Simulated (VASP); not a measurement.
# WC (Qusongite): C into a neighbouring C vacancy, part 2 of 4

How hard is this move in WC (Qusongite): C into a neighbouring C vacancy? Both ends are relaxed first, then a band of images between them. The start is a cell from a database of measured crystal structures.

VASP 6.6.1; PBEsol; plane waves and PAW (W, C).

So far. Step 2 (Relax the host): The run ended after 3 ionic steps, 0.002 eV below its first step, once forces and stress met EDIFFG = -0.02.

## 3. Relax the start

System of this step: W12C11 (Qusongite). The cell holds 23 atoms: 12 W and 11 C. Cell: a = 5.797 Å, b = 5.797 Å, c = 8.482 Å, α = 90.0°, β = 90.0°, γ = 120.0°. It derives from WC (Qusongite). Nearest the centre at fractional (0.333, 0.167, 0.333): C13 at 1.42 Å, W11 at 1.65 Å, W8 at 1.66 Å, W2 at 1.69 Å, C15 at 3.21 Å, C22 at 3.21 Å, C18 at 3.21 Å, C19 at 3.22 Å.

A path needs two true minima; the start is relaxed with symmetry off.

Contents of INCAR:

```
SYSTEM = W12C11
PREC = Normal
ENCUT = 400
EDIFF = 1E-05
NELM = 120
ISMEAR = 1
SIGMA = 0.15
LREAL = Auto
ALGO = Fast
GGA = PS
NBANDS = 81
LASPH = .TRUE.
LORBIT = 11
LWAVE = .FALSE.
LCHARG = .FALSE.
KPAR = 3
IBRION = 2
NSW = 60
ISIF = 2
EDIFFG = -0.05
POTIM = 0.4
MAXMIX = 40
ISYM = 0
```

Contents of POSCAR:

```
W12C11
1.0
    5.7973615814      0.0000000000      0.0000000000
   -2.8986807906      5.0206624044      0.0000000000
    0.0000000000      0.0000000000      8.4819026031
W C
12 11
Direct
    0.0028286856      0.0032729472      0.0007791579
   -0.0026924309      0.0036065196      0.3343858674
   -0.0006949525      0.0023149061      0.6675263144
    0.0010713221      0.5001132211      0.0012891282
   -0.0028651316      0.4993510420      0.3321965145
    0.0021450440      0.5001582345      0.6659770649
    0.4967902693     -0.0010245351      0.0000191989
    0.5016266889      0.0051549525      0.3357071505
    0.4868844310     -0.0075249562      0.6662545608
    0.4989690359      0.5008510550      0.0005124368
    0.5050913273      0.4955702229      0.3324429552
    0.5083353288      0.5025761660      0.6682301446
    0.3282775059      0.1601014964      0.5003948754
    0.3312648133      0.1617774629      0.8317223111
    0.3312030668      0.6629032126      0.1664349499
    0.3337336146      0.6668084258      0.4988061837
    0.3371566711      0.6702166642      0.8340898813
    0.8319678481      0.1695812314      0.1654842904
    0.8342315483      0.1623971606      0.5021562785
    0.8307768981      0.1616922278      0.8325931704
    0.8340633152      0.6677533414      0.1643507049
    0.8299105941      0.6674617193      0.4988994224
    0.8356585788      0.6696922417      0.8294455561
```

Contents of KPOINTS:

```
Automatic mesh
0
Gamma
4 4 2
0 0 0
```

The projector-augmented-wave data sets are W and C (PBE family, release 64).

Launch:

```
mpirun -np 3 vasp_std
```

What it wrote:

```text
[banner, memory and clock lines left out]
running    3 mpi-ranks, on    1 nodes
 distrk:  each k-point on    1 cores,    3 groups
 distr:  one band on    1 cores,    1 groups

 POSCAR found type information on POSCAR W C
 POSCAR found :  2 types and      23 ions
 [... a notice as in an earlier step ...]

 LDA part: xc-table for (Slater+PW92), standard interpolation
 POSCAR, INCAR and KPOINTS ok, starting setup
 FFT: planning ... GRIDC
 FFT: planning ... GRID_SOFT
 FFT: planning ... GRID
 WAVECAR not read
 entering main loop
       N       E                     dE             d eps       ncg     rms          rms(c)
DAV:   1     0.360543028937E+03    0.36054E+03   -0.46149E+04  3280   0.107E+03
DAV:   2    -0.254080037969E+03   -0.61462E+03   -0.58003E+03  3927   0.304E+02
DAV:   3    -0.306659056321E+03   -0.52579E+02   -0.51486E+02  4384   0.745E+01
DAV:   4    -0.308333333366E+03   -0.16743E+01   -0.16630E+01  4152   0.148E+01
DAV:   5    -0.308398686580E+03   -0.65353E-01   -0.65238E-01  4311   0.257E+00    0.116E+02
RMM:   6    -0.274171166644E+03    0.34228E+02   -0.13853E+02  3432   0.285E+01    0.321E+01
RMM:   7    -0.275647459193E+03   -0.14763E+01   -0.33273E+01  3757   0.162E+01    0.255E+01
RMM:   8    -0.275256720034E+03    0.39074E+00   -0.30715E+00  3591   0.519E+00    0.185E+01
RMM:   9    -0.275507966345E+03   -0.25125E+00   -0.78354E+00  3563   0.679E+00    0.488E+00
RMM:  10    -0.274815411458E+03    0.69255E+00   -0.17733E+00  3240   0.424E+00    0.979E-01
RMM:  11    -0.274870814623E+03   -0.55403E-01   -0.69329E-01  3437   0.199E+00    0.236E+00
RMM:  12    -0.274884708562E+03   -0.13894E-01   -0.12105E-01  3826   0.976E-01    0.196E+00
RMM:  13    -0.274886490731E+03   -0.17822E-02   -0.18490E-02  3823   0.332E-01    0.208E+00
RMM:  14    -0.274895620508E+03   -0.91298E-02   -0.62060E-03  3735   0.169E-01    0.206E+00
RMM:  15    -0.274911256235E+03   -0.15636E-01   -0.98145E-03  3396   0.237E-01    0.254E+00
RMM:  16    -0.274928016160E+03   -0.16760E-01   -0.10874E-02  3541   0.238E-01    0.237E+00
RMM:  17    -0.274930342681E+03   -0.23265E-02   -0.23766E-03  4088   0.133E-01    0.240E+00
RMM:  18    -0.274932467138E+03   -0.21245E-02   -0.31704E-04  3598   0.419E-02    0.237E+00
RMM:  19    -0.274933331445E+03   -0.86431E-03   -0.11087E-04  3200   0.256E-02    0.235E+00
RMM:  20    -0.274934795426E+03   -0.14640E-02   -0.73229E-05  3106   0.210E-02    0.233E+00
RMM:  21    -0.274935499200E+03   -0.70377E-03   -0.34066E-05  2366   0.154E-02    0.230E+00
RMM:  22    -0.274935946870E+03   -0.44767E-03   -0.24143E-05  2130   0.129E-02    0.220E+00
RMM:  23    -0.274934639271E+03    0.13076E-02   -0.33498E-05  2384   0.155E-02    0.204E+00
RMM:  24    -0.274928391380E+03    0.62479E-02   -0.75305E-04  5108   0.572E-02    0.178E+00
RMM:  25    -0.274912800924E+03    0.15590E-01   -0.50705E-03  5606   0.150E-01    0.137E+00
RMM:  26    -0.274895588003E+03    0.17213E-01   -0.83973E-03  5608   0.192E-01    0.112E+00
RMM:  27    -0.274877661447E+03    0.17927E-01   -0.14944E-02  5608   0.257E-01    0.899E-01
RMM:  28    -0.274866098753E+03    0.11563E-01   -0.13483E-02  5608   0.244E-01    0.687E-01
RMM:  29    -0.274860756730E+03    0.53420E-02   -0.79639E-03  5608   0.187E-01    0.470E-01
RMM:  30    -0.274858848007E+03    0.19087E-02   -0.38194E-03  5607   0.130E-01    0.248E-01
RMM:  31    -0.274858434681E+03    0.41333E-03   -0.10435E-03  5393   0.676E-02    0.103E-01
RMM:  32    -0.274858380747E+03    0.53934E-04   -0.13314E-04  3553   0.251E-02    0.443E-02
RMM:  33    -0.274858373661E+03    0.70859E-05   -0.45634E-05  2653   0.173E-02
   1 F= -.27485837E+03 E0= -.27485562E+03  d E =-.274858E+03
 curvature:   0.00 expect dE= 0.000E+00 dE for cont linesearch  0.000E+00
 trial: gam= 0.00000 g(F)=  0.823E+00 g(S)=  0.000E+00 ort = 0.000E+00 (trialstep = 0.100E+01)
 search vector abs. value=  0.823E+00
 bond charge predicted
       N       E                     dE             d eps       ncg     rms          rms(c)
DAV:   1    -0.275066267291E+03   -0.20789E+00   -0.80620E+01  3242   0.266E+01    0.216E+00
RMM:   2    -0.275178070609E+03   -0.11180E+00   -0.13318E+00  3243   0.423E+00    0.360E+00
RMM:   3    -0.275174625376E+03    0.34452E-02   -0.29332E-01  3659   0.177E+00    0.175E+00
RMM:   4    -0.275244212332E+03   -0.69587E-01   -0.20337E-01  3503   0.113E+00    0.497E+00
RMM:   5    -0.275138129677E+03    0.10608E+00   -0.11340E-01  3320   0.108E+00    0.242E+00
RMM:   6    -0.275118267779E+03    0.19862E-01   -0.10608E-01  3322   0.716E-01    0.170E+00
RMM:   7    -0.275116331127E+03    0.19367E-02   -0.32672E-02  3649   0.438E-01    0.929E-01
RMM:   8    -0.275115924970E+03    0.40616E-03   -0.51329E-03  3728   0.181E-01    0.326E-01
RMM:   9    -0.275115626449E+03    0.29852E-03   -0.44650E-03  3689   0.152E-01    0.360E-01
RMM:  10    -0.275115672689E+03   -0.46240E-04   -0.53426E-04  3467   0.782E-02    0.153E-01
RMM:  11    -0.275115686675E+03   -0.13985E-04   -0.21399E-04  3164   0.329E-02    0.116E-01
RMM:  12    -0.275115688090E+03   -0.14149E-05   -0.22926E-05  2320   0.160E-02
   2 F= -.27511569E+03 E0= -.27511664E+03  d E =-.257314E+00
[...]
3 F= -.27515883E+03 E0= -.27515962E+03  d E =-.300459E+00
[...]
4 F= -.27518075E+03 E0= -.27518161E+03  d E =-.219133E-01
[...]
5 F= -.27518074E+03 E0= -.27518161E+03  d E =-.219103E-01
[...]
6 F= -.27518451E+03 E0= -.27518533E+03  d E =-.376317E-02
[...]
7 F= -.27518459E+03 E0= -.27518540E+03  d E =-.384751E-02
 curvature:  -0.63 expect dE=-0.936E-03 dE for cont linesearch -0.140E-07
 trial: gam= 0.21567 g(F)=  0.148E-02 g(S)=  0.000E+00 ort =-0.134E-04 (trialstep = 0.973E+00)
 search vector abs. value=  0.185E-02
 bond charge predicted
       N       E                     dE             d eps       ncg     rms          rms(c)
DAV:   1    -0.275185385349E+03   -0.80016E-03   -0.15525E-01  3400   0.131E+00    0.670E-02
RMM:   2    -0.275185456163E+03   -0.70813E-04   -0.16654E-03  3240   0.166E-01    0.831E-02
RMM:   3    -0.275185481375E+03   -0.25213E-04   -0.42945E-04  3656   0.611E-02    0.573E-02
RMM:   4    -0.275185456174E+03    0.25201E-04   -0.11680E-04  3274   0.316E-02    0.544E-02
RMM:   5    -0.275185456454E+03   -0.28010E-06   -0.27461E-05  2261   0.167E-02
   8 F= -.27518546E+03 E0= -.27518634E+03  d E =-.866108E-03
 trial-energy change:   -0.000866  1 .order   -0.000856   -0.001438   -0.000274
 step:   1.2025(harm=  1.2025)  dis= 0.00269  next Energy=  -275.185479 (dE=-0.889E-03)
 reached required accuracy - stopping structural energy minimisation
```

Elapsed: 2.6 min, on 3 MPI ranks of AMD EPYC 9R45, shared host; peak memory 0.91 GiB.

OUTCAR, selected parts (step 3):

```text
 Found     20 irreducible k-points:

   k-points           NKPTS =     20   k-points in BZ     NKDIM =     20   number of bands    NBANDS=     81

   dimension x,y,z NGX =    28 NGY =   28 NGZ =   42
   dimension x,y,z NGXF=    56 NGYF=   56 NGZF=   84

   ENCUT  =  400.0 eV  29.40 Ry    5.42 a.u.   9.45  9.45 13.83*2*pi/ulx,y,z

   NELECT =     116.0000    total number of electrons

 E-fermi :   8.1886

 k-point     1 :       0.0000    0.0000    0.0000
  band No.  band energies     occupation
    ...
     55       7.9146      2.02686
     56       7.9779      2.06322
     57       8.0148      2.06945
     58       8.0167      2.06879
     59       8.0188      2.06793
     60       9.4782     -0.00000
     61       9.6732     -0.00000
     62       9.6762     -0.00000
     63      10.2893     -0.00000
     64      10.3571     -0.00000
    ...

 k-point     2 :       0.2500   -0.0000    0.0000
  band No.  band energies     occupation
    ...
     55       7.3520      2.00000
     56       7.4076      2.00000
     57       7.4640      2.00000
     58       8.0958      1.85628
     59       8.1784      1.11478
     60       8.9095     -0.00000
     61       9.1921     -0.00000
     62       9.3458     -0.00000
     63       9.7608     -0.00000
     64       9.8836     -0.00000
    ...

  Total       -7.7935364     -7.8443993      1.2611017     -0.0176305     -0.1390613     -0.0280431
  in kB      -50.5778614    -50.9079475      8.1841958     -0.1144172     -0.9024690     -0.1819922
  external PRESSURE =     -31.1005377 kB  Pullay stress =       0.0000000 kB

  energy-cutoff  :      400.00
  volume of cell :      246.88
      direct lattice vectors                 reciprocal lattice vectors
     5.797361581  0.000000000  0.000000000     0.172492260  0.099588453  0.000000000
    -2.898680791  5.020662404  0.000000000     0.000000000  0.199176905  0.000000000
     0.000000000  0.000000000  8.481902603     0.000000000  0.000000000  0.117898076

 POSITION                                       TOTAL-FORCE (eV/Angst)
 -----------------------------------------------------------------------------------
      0.00578      0.00496      8.45500         0.009766     -0.012481      0.003345
      0.00418      0.00148      2.85253         0.011767     -0.000904     -0.005651
      0.00658      0.00352      5.65335         0.012703     -0.011313      0.002599
      4.34686      2.51010      0.00294        -0.007897     -0.012724     -0.004862
      4.34603      2.50807      2.82153         0.001733     -0.001490      0.013583
      4.34681      2.50800      5.65365        -0.003941      0.011895     -0.009640
      2.88910      0.00413      8.45473         0.001299     -0.011730      0.000343
      2.88853      0.00023      2.85240         0.006167      0.022400     -0.006707
      2.88800      0.00247      5.65344         0.012970      0.007317     -0.002099
      1.44880      2.50173      8.45395        -0.011406     -0.013665      0.005159
      1.44777      2.49701      2.85109        -0.001008      0.009736     -0.001816
      1.44899      2.49797      5.65280        -0.023440      0.004150      0.007398
      1.44750      0.83275      4.23392        -0.005954      0.009157      0.007583
      1.44776      0.83630      7.07225         0.000390     -0.007419      0.000303
      0.00574      3.34876      1.41193        -0.016422     -0.003439      0.002794
      0.00961      3.34898      4.23416        -0.011356      0.011501     -0.007387
      0.00994      3.35151      7.07176        -0.011796      0.008413      0.011321
      4.34415      0.82850      1.41306         0.017614      0.000607     -0.012967
      4.34501      0.82214      4.23378         0.009305      0.000869      0.010333
      4.34615      0.82446      7.07313         0.000373     -0.011763     -0.004837
      2.89131      3.35136      1.41247        -0.001079     -0.028022     -0.006369
      2.88635      3.34918      4.23373         0.006784      0.018168      0.001942
      2.88730      3.35207      7.07264         0.003427      0.010735     -0.004369
 -----------------------------------------------------------------------------------
    total drift:                               -0.018119     -0.012715      0.006433

  FREE ENERGIE OF THE ION-ELECTRON SYSTEM (eV)
  ---------------------------------------------------
  free  energy   TOTEN  =      -275.1854564544 eV

  energy  without entropy=     -275.1881007125  energy(sigma->0) =     -275.18633787

 total charge
# of ion       s       p       d       tot
------------------------------------------
    1        0.627   0.829   4.359   5.816
    2        0.628   0.830   4.361   5.819
    3        0.630   0.891   4.434   5.955
    4        0.622   0.884   4.426   5.932
    5        0.622   0.885   4.426   5.932
    6        0.626   0.878   4.390   5.893
    7        0.627   0.830   4.359   5.816
    8        0.628   0.830   4.361   5.819
    9        0.630   0.891   4.435   5.956
   10        0.628   0.830   4.361   5.819
   11        0.627   0.829   4.359   5.816
   12        0.630   0.892   4.436   5.958
   13        0.854   1.581   0.000   2.435
   14        0.854   1.581   0.000   2.435
   15        0.851   1.552   0.000   2.403
   16        0.854   1.563   0.000   2.417
   17        0.854   1.563   0.000   2.417
   18        0.851   1.552   0.000   2.403
   19        0.854   1.563   0.000   2.417
   20        0.854   1.563   0.000   2.417
   21        0.851   1.552   0.000   2.403
   22        0.854   1.563   0.000   2.417
   23        0.854   1.563   0.000   2.417
--------------------------------------------------
tot         16.911  27.497  52.707  97.116

[... 1 part as in an earlier step ...]

[... 7 further parts left out ...]
```

CONTCAR:

```
W12C11
   1.00000000000000
     5.7973615813999997    0.0000000000000000    0.0000000000000000
    -2.8986807905999998    5.0206624044000003    0.0000000000000000
     0.0000000000000000    0.0000000000000000    8.4819026031000000
  W               C
    12    11
Direct
     0.0014915713795141    0.0009877068499458    0.9968276869695237
     0.0008696395502421    0.0002956760609106    0.3363076471721033
     0.0014863680886104    0.0007020433291917    0.6665193769535440
     0.9997759817799934    0.4999539997413245    0.0003468598288101
     0.9994313273267091    0.4995495336384875    0.3326532250737947
     0.9995585827131527    0.4995353729055347    0.6665542145945644
     0.4987594370924268    0.0008235745145851    0.9967969132698303
     0.4982722185515973    0.0000467882687245    0.3362928693943376
     0.4984031741287216    0.0004925373950321    0.6665297178774560
     0.4990497530239701    0.4982870469457810    0.9967047327740017
     0.4984018485253393    0.4973459797660959    0.3361381169755695
     0.4987083889023936    0.4975376419588522    0.6664541983769507
     0.3326155322247561    0.1658649846844588    0.4991712861303968
     0.3330127535014251    0.1665719062872853    0.8338045973487311
     0.3344883023260884    0.6669949333606652    0.1664642505298543
     0.3351781333437008    0.6670398707713425    0.4991987474603652
     0.3354864400517319    0.6675428889132461    0.8337473488619535
     0.8318414452781698    0.1650176987463565    0.1665972200507607
     0.8313560399582592    0.1637522373652301    0.4991548962163913
     0.8317836884723230    0.1642142212657555    0.8339083545469361
     0.8324861669137321    0.6675137890629178    0.1665270617559047
     0.8314121174440372    0.6670795179682223    0.4991482885441596
     0.8318651616231039    0.6676550099000501    0.8338505074940672
```

Step by step:

| step | energy less that of the first step (eV) | largest force (eV/Å) |
| --- | --- | --- |
| 1 | 0.0000 | 1.7618 |
| 2 | -0.2573 | 0.8732 |
| 3 | -0.3005 | 0.4163 |
| 4 | -0.3224 | 0.1599 |
| 5 | -0.3224 | 0.1616 |
| 6 | -0.3261 | 0.0564 |
| 7 | -0.3262 | 0.0859 |
| 8 | -0.3271 | 0.0288 |

The atoms that moved most (Å):

| atom | dx | dy | dz | length |
| --- | --- | --- | --- | --- |
| W9 | 0.044 | 0.040 | 0.002 | 0.059 |
| W11 | -0.044 | 0.009 | 0.031 | 0.055 |
| W12 | -0.041 | -0.025 | -0.015 | 0.051 |
| C23 | -0.016 | -0.010 | 0.037 | 0.042 |
| W2 | 0.030 | -0.017 | 0.016 | 0.038 |
| W10 | 0.008 | -0.013 | -0.032 | 0.036 |
| W1 | -0.001 | -0.011 | -0.034 | 0.035 |
| C19 | -0.021 | 0.007 | -0.025 | 0.033 |

Final coordinates:

```cif
data_structure
_symmetry_space_group_name_H-M 'P 1'
_symmetry_Int_Tables_number 1
_cell_length_a 5.7974
_cell_length_b 5.7974
_cell_length_c 8.4819
_cell_angle_alpha 90.000
_cell_angle_beta 90.000
_cell_angle_gamma 120.000
_cell_volume 246.88
loop_
_atom_site_label
_atom_site_type_symbol
_atom_site_fract_x
_atom_site_fract_y
_atom_site_fract_z
_atom_site_occupancy
W1 W 0.00149 0.00099 0.99683 1
W2 W 0.00087 0.00030 0.33631 1
W3 W 0.00149 0.00070 0.66652 1
W4 W 0.99978 0.49995 0.00035 1
W5 W 0.99943 0.49955 0.33265 1
W6 W 0.99956 0.49954 0.66655 1
W7 W 0.49876 0.00082 0.99680 1
W8 W 0.49827 0.00005 0.33629 1
W9 W 0.49840 0.00049 0.66653 1
W10 W 0.49905 0.49829 0.99670 1
W11 W 0.49840 0.49735 0.33614 1
W12 W 0.49871 0.49754 0.66645 1
C13 C 0.33262 0.16586 0.49917 1
C14 C 0.33301 0.16657 0.83380 1
C15 C 0.33449 0.66699 0.16646 1
C16 C 0.33518 0.66704 0.49920 1
C17 C 0.33549 0.66754 0.83375 1
C18 C 0.83184 0.16502 0.16660 1
C19 C 0.83136 0.16375 0.49915 1
C20 C 0.83178 0.16421 0.83391 1
C21 C 0.83249 0.66751 0.16653 1
C22 C 0.83141 0.66708 0.49915 1
C23 C 0.83187 0.66766 0.83385 1
```

Numbers from this step:

| Item | Value |
| --- | --- |
| electronic cycles | 75 |
| electrons | 116 |
| free energy (TOTEN) | -275.1855 eV |
| energy at zero smearing | -275.1863 eV |
| Fermi energy | 8.189 eV |

The run ended after 8 ionic steps, 0.327 eV below its first step, once the forces on the free atoms met EDIFFG = -0.05.

(Continued in part 3 of 4.)

[Lines on the potential files, build, host, timing and source positions are cut from VASP's logs without a mark.]

[Logs are printed without paths, hosts, clocks, repeated set-up lines and the standing remarks that a program may print on its own settings, such as how far it seeks lower states.]

[Hosts, paths, dates, database ids (printed as entryN), source tags and the programs' standing remarks are cut or masked in the printed files.]

[Runs that stopped without an error message from VASP are left out.]
